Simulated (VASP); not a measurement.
# SrTiO3 (Tausonite): zone-centre modes, functional by functional, part 3 of 3

Aim: the vibrations of SrTiO3 (Tausonite) at the zone centre, at several levels of theory. The starting structure is a measured crystal structure from the Crystallography Open Database.

VASP 6.6.1.

Results so far: LDA+U (Ti d 4 eV) T1u (3) 598.1 cm⁻¹; LDA+U (Ti d 4 eV) at the measured cell T1u (3) 580.4 cm⁻¹; PBEsol+U (Ti d 4 eV) T1u (3) 568.4 cm⁻¹; PBE+U (Ti d 4 eV) T1u (3) 538.0 cm⁻¹; PBEsol + D3(BJ)+U (Ti d 4 eV) T1u (3) 594.3 cm⁻¹.

## Step 7: Modes with r2SCAN+U (Ti d 4 eV)

Level of this step: r2SCAN, DFT+U (Ti d 4 eV), spin-polarised from a ferromagnetic start; plane waves and PAW (Sr_sv, Ti_sv, O) (VASP).

r2SCAN adds the kinetic-energy density, costs more than a GGA and is run with LASPH. The cell comes from a relaxation at this level, not shown (61.14 Å³).

INCAR reads:

```
SYSTEM = SrTiO3
PREC = Accurate
ENCUT = 520
EDIFF = 1E-08
NELM = 100
ISMEAR = 0
SIGMA = 0.03
LREAL = .FALSE.
ALGO = Normal
METAGGA = R2SCAN
LASPH = .TRUE.
NBANDS = 28
ISPIN = 2
MAGMOM = 0 1 0 0 0
LDAU = .TRUE.
LDAUTYPE = 2
LDAUL = -1 2 -1
LDAUU = 0 4 0
LDAUJ = 0 0 0
LDAUPRINT = 1
LMAXMIX = 4
LORBIT = 11
LWAVE = .FALSE.
LCHARG = .FALSE.
KPAR = 4
IBRION = 6
NFREE = 2
POTIM = 0.015
NSW = 1
ISIF = 2
```

POSCAR reads:

```
SrTiO3
1.0
    3.9395451985      0.0000000000      0.0000000000
    0.0000000000      3.9395451985      0.0000000000
    0.0000000000      0.0000000000      3.9395451985
Sr Ti O
1 1 3
Direct
    0.5000000000      0.5000000000      0.5000000000
    0.0000000000      0.0000000000      0.0000000000
    0.0000000000      0.0000000000      0.5000000000
    0.0000000000      0.5000000000      0.0000000000
    0.5000000000      0.0000000000      0.0000000000
```

KPOINTS reads:

```
Automatic mesh
0
Gamma
6 6 6
0 0 0
```

PAW data sets: Sr_sv, Ti_sv and O (PBE family, release 64).

Run with:

```
$ mpirun -np 4 vasp_std
```

What it wrote:

```text
[banner, memory and clock lines left out]
running    4 mpi-ranks, on    1 nodes
[...]
[... a notice as in an earlier step ...]

 LDA part: xc-table for (None), standard interpolation
 POSCAR, INCAR and KPOINTS ok, starting setup
[...]
entering main loop
       N       E                     dE             d eps       ncg     rms          rms(c)
DAV:   1     0.405182184670E+03    0.40518E+03   -0.20781E+04  2240   0.155E+03
DAV:   2    -0.401248843919E+02   -0.44531E+03   -0.42502E+03  2532   0.445E+02
DAV:   3    -0.814562319329E+02   -0.41331E+02   -0.40993E+02  2764   0.137E+02
DAV:   4    -0.842580731564E+02   -0.28018E+01   -0.27937E+01  3948   0.280E+01
[...]
DAV:  17    -0.607122311699E+02    0.77247E-07   -0.59574E-07  3284   0.758E-03    0.161E-03
DAV:  18    -0.607122311913E+02   -0.21348E-07   -0.66370E-08  2708   0.198E-03    0.429E-04
DAV:  19    -0.607122311866E+02    0.46921E-08   -0.14024E-08  1676   0.828E-04
   1 F= -.60712231E+02 E0= -.60712231E+02  d E =-.319452E-11  mag=    -0.0000
[... from here on, the cycles between the ionic steps are left out ...]
   2 F= -.60711822E+02 E0= -.60711822E+02  d E =-.302838E-11  mag=     0.0000
   3 F= -.60711822E+02 E0= -.60711822E+02  d E =-.302277E-11  mag=    -0.0000
   4 F= -.60711265E+02 E0= -.60711265E+02  d E =-.280469E-11  mag=     0.0000
   5 F= -.60711266E+02 E0= -.60711266E+02  d E =-.281377E-11  mag=     0.0000
   6 F= -.60711732E+02 E0= -.60711732E+02  d E =-.299995E-11  mag=     0.0000
   7 F= -.60711732E+02 E0= -.60711732E+02  d E =-.300078E-11  mag=     0.0000
   8 F= -.60710497E+02 E0= -.60710497E+02  d E =-.308973E-11  mag=    -0.0000
   9 F= -.60710497E+02 E0= -.60710497E+02  d E =-.307731E-11  mag=     0.0000
 Finite differences progress:
  Degree of freedom:   4/  4
  Displacement:        2/  2
  Total:               8/  8
```

Elapsed: 5.9 min, on 4 MPI ranks of Intel Xeon 6975P-C (Granite Rapids), shared host; peak memory 1.7 GiB.

OUTCAR, selected parts (step 7):

```text
  Total        0.0079776      0.0079776      0.0237009      0.0000000      0.0000000      0.0000000
  in kB        0.2090466      0.2090466      0.6210647      0.0000000      0.0000000      0.0000000
  external PRESSURE =       0.3463859 kB  Pullay stress =       0.0000000 kB

 POSITION                                       TOTAL-FORCE (eV/Angst)
 -----------------------------------------------------------------------------------
      1.96977      1.96977      1.96977        -0.000000      0.000000     -0.019817
      0.00000      0.00000      0.00000         0.000000      0.000000     -0.054699
      0.00000      0.00000      1.95477         0.000000      0.000000      0.231709
      0.00000      1.96977      0.00000        -0.000000      0.000000     -0.078596
      1.96977      0.00000      0.00000        -0.000000      0.000000     -0.078596
 -----------------------------------------------------------------------------------
    total drift:                               -0.000002     -0.000000      0.005327

  FREE ENERGIE OF THE ION-ELECTRON SYSTEM (eV)
  ---------------------------------------------------
  free  energy   TOTEN  =       -60.7104969401 eV

  energy  without entropy=      -60.7104969401  energy(sigma->0) =      -60.71049694

 magnetization (x)
# of ion       s       p       d       tot
------------------------------------------
    1        0.000  -0.000  -0.000  -0.000
    2       -0.000   0.000   0.000   0.000
    3       -0.000  -0.000   0.000  -0.000
    4       -0.000  -0.000   0.000  -0.000
    5       -0.000  -0.000   0.000  -0.000
--------------------------------------------------
tot         -0.000  -0.000   0.000  -0.000

[... 1 part as in an earlier step ...]

[... 2 further parts left out ...]
[key lines of the parts left out:]
E-fermi :   3.8944
```

With r2SCAN+U (Ti d 4 eV) the modes are T1u (3) 575.5, T1u (2) 256.8, T2u 248.0, T1u (1) 133.2 cm⁻¹; the largest shift is -22.6 cm⁻¹, in T1u (3), from LDA+U (Ti d 4 eV).

## Step 8: Modes with r2SCAN + rVV10+U (Ti d 4 eV)

rVV10 adds a nonlocal correlation energy for dispersion. The cell comes from a relaxation at this level, not shown (60.71 Å³).

INCAR: that of step 7 with these lines changed.

```diff
@@ -10,2 +10,6 @@
 METAGGA = R2SCAN
+LUSE_VDW = .TRUE.
+IVDW_NL = 2
+BPARAM = 11.95
+CPARAM = 0.0093
 LASPH = .TRUE.
```

POSCAR: that of step 7 with these lines changed.

```diff
@@ -2,5 +2,5 @@
 1.0
-    3.9395451985      0.0000000000      0.0000000000
-    0.0000000000      3.9395451985      0.0000000000
-    0.0000000000      0.0000000000      3.9395451985
+    3.9303234322      0.0000000000      0.0000000000
+    0.0000000000      3.9303234322      0.0000000000
+    0.0000000000      0.0000000000      3.9303234322
 Sr Ti O
```

KPOINTS is that of step 7.

Run with:

```
$ mpirun -np 4 vasp_std
```

What it wrote:

```text
[banner, memory and clock lines left out]
running    4 mpi-ranks, on    1 nodes
[...]
|                                                                             |
|               ----> ADVICE to this user running VASP <----                  |
|                                                                             |
|     You have switched on vdW-DFT.                                           |
|     This routine was written and supplied by Jiri Klimes. We recommend      |
|     that you carefully read and cite the following publications:            |
|       J. Klimes, D.R. Bowler, A. Michelides                                 |
|          J. Phys.: Cond Matt. 22 022201 (2010)                              |
|       J. Klimes, D.R. Bowler, A. Michelides                                 |
|          Phys. Rev. B. 83, 195131 (2011)                                    |
|     and references therein.                                                 |
|                                                                             |

[...]
Total rVV10 correction in eV:      0.9630739    40.0645804
Total rVV10 correction in eV:      0.9630739    40.0645804
Total rVV10 correction in eV:      0.9630739    40.0645804
Total rVV10 correction in eV:      0.9630739    40.0645804
Total rVV10 correction in eV:      0.9630739    40.0645804
Total rVV10 correction in eV:      0.9630739    40.0645804
Total rVV10 correction in eV:      0.9630739    40.0645804
Total rVV10 correction in eV:      0.9630739    40.0645804
   1 F= -.59745382E+02 E0= -.59745382E+02  d E =-.911329E-57  mag=    -0.0000
[... from here on, the cycles between the ionic steps are left out ...]
   2 F= -.59744948E+02 E0= -.59744948E+02  d E =-.684084E-57  mag=     0.0000
   3 F= -.59744948E+02 E0= -.59744948E+02  d E =-.680714E-57  mag=    -0.0000
   4 F= -.59744340E+02 E0= -.59744340E+02  d E =-.697082E-57  mag=     0.0000
   5 F= -.59744340E+02 E0= -.59744340E+02  d E =-.703848E-57  mag=    -0.0000
   6 F= -.59744881E+02 E0= -.59744881E+02  d E =-.808232E-57  mag=    -0.0000
   7 F= -.59744881E+02 E0= -.59744881E+02  d E =-.809268E-57  mag=    -0.0000
   8 F= -.59743552E+02 E0= -.59743552E+02  d E =-.852339E-57  mag=    -0.0000
   9 F= -.59743552E+02 E0= -.59743552E+02  d E =-.843287E-57  mag=    -0.0000
 Finite differences progress:
  Degree of freedom:   4/  4
  Displacement:        2/  2
  Total:               8/  8
```

Run time: 8.3 min. Hardware: 4 MPI ranks; peak memory 1.9 GiB; 33 min of CPU time.

Parts of OUTCAR (step 8):

```text
  Total        0.0081191      0.0081191      0.0242568      0.0000000     -0.0000000     -0.0000000
  in kB        0.2142558      0.2142558      0.6401166      0.0000000     -0.0000000     -0.0000000
  external PRESSURE =       0.3562094 kB  Pullay stress =       0.0000000 kB

 POSITION                                       TOTAL-FORCE (eV/Angst)
 -----------------------------------------------------------------------------------
      1.96516      1.96516      1.96516         0.000000      0.000000     -0.020020
      0.00000      0.00000      0.00000         0.000000      0.000000     -0.065407
      0.00000      0.00000      1.95016        -0.000000      0.000000      0.244114
      0.00000      1.96516      0.00000         0.000000      0.000000     -0.079343
      1.96516      0.00000      0.00000        -0.000000      0.000000     -0.079343
 -----------------------------------------------------------------------------------
    total drift:                               -0.000001     -0.000000      0.006265

  FREE ENERGIE OF THE ION-ELECTRON SYSTEM (eV)
  ---------------------------------------------------
  free  energy   TOTEN  =       -59.7435519192 eV

  energy  without entropy=      -59.7435519192  energy(sigma->0) =      -59.74355192

 magnetization (x)
# of ion       s       p       d       tot
------------------------------------------
    1       -0.000  -0.000  -0.000  -0.000
    2        0.000   0.000  -0.000   0.000
    3        0.000  -0.000   0.000  -0.000
    4        0.000  -0.000   0.000  -0.000
    5        0.000  -0.000   0.000  -0.000
--------------------------------------------------
tot          0.000  -0.000  -0.000  -0.000

[... 1 part as in an earlier step ...]

[... 2 further parts left out ...]
[key lines of the parts left out:]
E-fermi :   4.1424
```

With r2SCAN + rVV10+U (Ti d 4 eV) the modes are T1u (3) 587.0, T1u (2) 263.6, T2u 248.5, T1u (1) 139.1 cm⁻¹; the largest shift is +20.3 cm⁻¹, in T2u, from LDA+U (Ti d 4 eV).

## Step 9: The runs compared

| run | T1u (3) | T1u (2) | T2u | T1u (1) | core minutes |
| --- | --- | --- | --- | --- | --- |
| LDA+U (Ti d 4 eV) | 598.1 | 254.7 | 228.2 | 126.2 | 5.6 |
| LDA+U (Ti d 4 eV) at the measured cell | 580.4 | 248.1 | 227.6 | 118.1 | 5.47 |
| PBEsol+U (Ti d 4 eV) | 568.4 | 239.4 | 229.4 | 119.7 | 6.67 |
| PBE+U (Ti d 4 eV) | 538.0 | 216.8 | 232.0 | 110.8 | 7.0 |
| PBEsol + D3(BJ)+U (Ti d 4 eV) | 594.3 | 250.2 | 230.3 | 131.1 | 6.53 |
| r2SCAN+U (Ti d 4 eV) | 575.5 | 256.8 | 248.0 | 133.2 | 23.7 |
| r2SCAN + rVV10+U (Ti d 4 eV) | 587.0 | 263.6 | 248.5 | 139.1 | 33.1 |

Modes are in cm⁻¹, degenerate ones as one, matched between runs by symmetry and order. A number in brackets counts the listed modes of one symmetry from the lowest. The symmetry labels come from an automatic analysis and can be wrong where levels nearly coincide. Core minutes are wall time times ranks of the run shown, on a shared host.

## Step 10: Results

| Item | Value |
| --- | --- |
| T1u (3), LDA+U (Ti d 4 eV) | 598.1 cm⁻¹ |
| T1u (1), LDA+U (Ti d 4 eV) | 126.2 cm⁻¹ |
| T1u (3), LDA+U (Ti d 4 eV) at the measured cell | 580.4 cm⁻¹ |
| T1u (1), LDA+U (Ti d 4 eV) at the measured cell | 118.1 cm⁻¹ |
| T1u (3), PBEsol+U (Ti d 4 eV) | 568.4 cm⁻¹ |
| T1u (1), PBEsol+U (Ti d 4 eV) | 119.7 cm⁻¹ |
| T1u (3), PBE+U (Ti d 4 eV) | 538.0 cm⁻¹ |
| T1u (1), PBE+U (Ti d 4 eV) | 110.8 cm⁻¹ |
| T1u (3), PBEsol + D3(BJ)+U (Ti d 4 eV) | 594.3 cm⁻¹ |
| T1u (1), PBEsol + D3(BJ)+U (Ti d 4 eV) | 131.1 cm⁻¹ |
| T1u (3), r2SCAN+U (Ti d 4 eV) | 575.5 cm⁻¹ |
| T1u (1), r2SCAN+U (Ti d 4 eV) | 133.2 cm⁻¹ |
| T1u (3), r2SCAN + rVV10+U (Ti d 4 eV) | 587.0 cm⁻¹ |
| T1u (1), r2SCAN + rVV10+U (Ti d 4 eV) | 139.1 cm⁻¹ |

On the cells relaxed at each level, the T1u (3) mode of SrTiO3 (Tausonite), the highest of the listed ones in the run with LDA+U (Ti d 4 eV), lies between 538 cm⁻¹ (PBE+U (Ti d 4 eV)) and 598 cm⁻¹ (LDA+U (Ti d 4 eV)). On the cells relaxed at each level, the T1u (1) mode of SrTiO3 (Tausonite), the lowest of the listed ones in the run with LDA+U (Ti d 4 eV), lies between 111 cm⁻¹ (PBE+U (Ti d 4 eV)) and 139 cm⁻¹ (r2SCAN + rVV10+U (Ti d 4 eV)). Taking the measured cell, +1.3 % in volume, instead of the one relaxed with LDA+U (Ti d 4 eV) moves T1u (3) by -17.7 cm⁻¹. The translations, which should lie at zero, come out at up to 3.0 cm⁻¹ with r2SCAN+U (Ti d 4 eV) and 3.5 cm⁻¹ with r2SCAN + rVV10+U (Ti d 4 eV); the modes of such a run are uncertain by as much or more. The frequencies are harmonic, and the splitting of polar modes by their long-range field is left out. Further runs on this material are not shown.

[Lines on the potential files, build, host, timing and source positions are cut from VASP's logs without a mark.]

[Logs are printed without paths, hosts, clocks, repeated set-up lines and the standing remarks that a program may print on its own settings, such as how far it seeks lower states.]

[Hosts, paths, dates, database ids (printed as entryN), source tags and the programs' standing remarks are cut or masked in the printed files.]
